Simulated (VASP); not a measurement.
Computed with PBE GGA, VASP's PBE PAW potentials (set 64) (plane waves; VASP 6.6.1).

The input files of a VASP run:

File KPOINTS:
```
Regular mesh
0
G
18 18 18
```

INCAR:
```
! general
SYSTEM  = GaN
PREC    = Accurate
ENCUT   = 520   ! plane-wave cut-off (eV)
LREAL   = .False.   ! projection in real space or not
LASPH   = .True.
NBANDS  = 39

! electronic loop
EDIFF   = 1E-7   ! SCF stop (eV)
NELM    = 100
ALGO    = Normal   ! blocked Davidson
LMAXMIX = 4   ! l cut-off of mixed one-centre charges

! smearing
ISMEAR  = 0
SIGMA   = 0.01

! functional
GGA     = PE   ! PBE

! output
LWAVE   = .False.
LCHARG  = .False.
NEDOS   = 1001   ! DOS grid

! other
LOPTICS = .True.
CSHIFT  = 0.1
```

### POSCAR
```
GaN
2.2750710
  0.0000000000   1.0000001635   1.0000001635
  1.0000001635   0.0000000000   1.0000001635
  1.0000001635   1.0000001635   0.0000000000
Ga N
1 1
Direct
  0.0000000000   0.0000000000   0.0000000000
  0.2500000000   0.2500000000   0.2500000000
```

POTCAR, in this order: Ga_d N (PBE.64 set). Program: vasp_std.

The run wrote:

### OSZICAR
```
       N       E                     dE             d eps       ncg     rms          rms(c)
DAV:   1     0.146493879721E+03    0.14649E+03   -0.62686E+03 21171   0.823E+02
DAV:   2    -0.385285334367E+00   -0.14688E+03   -0.12608E+03 15655   0.261E+02
DAV:   3    -0.139283462737E+02   -0.13543E+02   -0.13341E+02 18403   0.515E+01
DAV:   4    -0.141090254294E+02   -0.18068E+00   -0.18060E+00 17701   0.598E+00
DAV:   5    -0.141096095488E+02   -0.58412E-03   -0.58411E-03 17577   0.331E-01    0.762E+00
DAV:   6    -0.121828286163E+02    0.19268E+01   -0.24444E+00 23927   0.159E+01    0.284E+00
DAV:   7    -0.121624626225E+02    0.20366E-01   -0.69888E-02 17424   0.228E+00    0.167E+00
DAV:   8    -0.121538883586E+02    0.85743E-02   -0.29501E-02 17943   0.795E-01    0.473E-01
DAV:   9    -0.121534071738E+02    0.48118E-03   -0.59855E-04 18155   0.348E-01    0.201E-01
DAV:  10    -0.121536777014E+02   -0.27053E-03   -0.17406E-04 17595   0.602E-02    0.294E-02
DAV:  11    -0.121536695291E+02    0.81723E-05   -0.80114E-06 17673   0.145E-02    0.839E-03
DAV:  12    -0.121536706792E+02   -0.11501E-05   -0.21813E-06 17784   0.658E-03    0.707E-03
DAV:  13    -0.121536704992E+02    0.17996E-06   -0.67778E-08 18453   0.140E-03    0.131E-03
DAV:  14    -0.121536704493E+02    0.49918E-07   -0.35275E-09 11212   0.258E-04
   1 F= -.12153670E+02 E0= -.12153670E+02  d E =-.312429E-21
 imaginary and real dielectric function
```

OUTCAR:
```
------------------------ aborting loop because EDIFF is reached ----------------------------------------
  FORCE on cell =-STRESS in cart. coord.  units (eV):
  Direction    XX          YY          ZZ          XY          YZ          ZX
  --------------------------------------------------------------------------------------
  Total       -0.0138251     -0.0138251     -0.0138251      0.0000000      0.0000000      0.0000000
  in kB       -0.9405099     -0.9405099     -0.9405099      0.0000000      0.0000000      0.0000000
  external PRESSURE =      -0.9405099 kB  Pullay stress =       0.0000000 kB
  volume of cell :       23.55
      direct lattice vectors                 reciprocal lattice vectors
     0.000000000  2.275071372  2.275071372    -0.219773325  0.219773325  0.219773325
     2.275071372  0.000000000  2.275071372     0.219773325 -0.219773325  0.219773325
     2.275071372  2.275071372  0.000000000     0.219773325  0.219773325 -0.219773325
  FREE ENERGIE OF THE ION-ELECTRON SYSTEM (eV)
  ---------------------------------------------------
  free  energy   TOTEN  =       -12.1536704493 eV

  energy  without entropy=      -12.1536704493  energy(sigma->0) =      -12.15367045

 plasma frequency squared (from intraband transitions) (eV^2)
  --------------------------------------------------------------------------------------
       0.000       0.000      -0.000
       0.000       0.000       0.000
      -0.000       0.000       0.000

 plasma frequency squared (from interband transitions, int dw w eps(2)(w)) (eV^2)
  --------------------------------------------------------------------------------------
     573.385       0.000       0.000      -0.000       0.000      -0.000
       0.000       0.000     573.385       0.000      -0.000       0.000
       0.000       0.000      -0.000      -0.000     573.385       0.000
```
(Selected blocks of OUTCAR.)

The compound is GaN in the zinc blende structure, a metastable form; wurtzite is the usual one. It was relaxed first.
